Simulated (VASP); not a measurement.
A run of VASP 6.6.1:

INCAR

```
PREC = Accurate
ENCUT = 520
EDIFF = 1E-6
ISMEAR = -1
SIGMA = 0.05
LREAL = F
LASPH = T
NELM = 150
ALGO = Normal
ISIF = 2
LWAVE = F
LCHARG = F
ISPIN = 2
MAGMOM = 7 1
LORBIT = 11
LMAXMIX = 6
METAGGA = R2SCAN
LMIXTAU = T
NBANDS = 26
```

Contents of KPOINTS:

```
regular mesh
0
Gamma
  6 6 6
```

Contents of POSCAR:

```
EuMo
1.0
    3.5314500000      0.0000000000      0.0000000000
    0.0000000000      3.5314500000      0.0000000000
    0.0000000000      0.0000000000      3.5314500000
Eu Mo
1 1
Direct
    0.5000000000      0.5000000000      0.5000000000
    0.0000000000      0.0000000000      0.0000000000
```

Potentials or basis: VASP PAW PBE potentials, release 64 (Eu, Mo_sv).

Command:

```bash
$ cat potpaw_PBE.64/Eu/POTCAR potpaw_PBE.64/Mo_sv/POTCAR > POTCAR
$ mpirun -np 1 vasp_std > vasp.out
```

Hardware: 1 thread of Intel(R) Xeon(R) Platinum 8259CL CPU @ 2.50GHz (Skylake/Cascade Lake), on a shared host.

**Question.** How long does it take, and how much memory?

**Answer.** Run time: 5.1 min on 1 thread of Intel(R) Xeon(R) Platinum 8259CL CPU @ 2.50GHz (Skylake/Cascade Lake), with other jobs on the host, peak memory 0.22 GiB. Counts: scf iterations 29, k points 20.
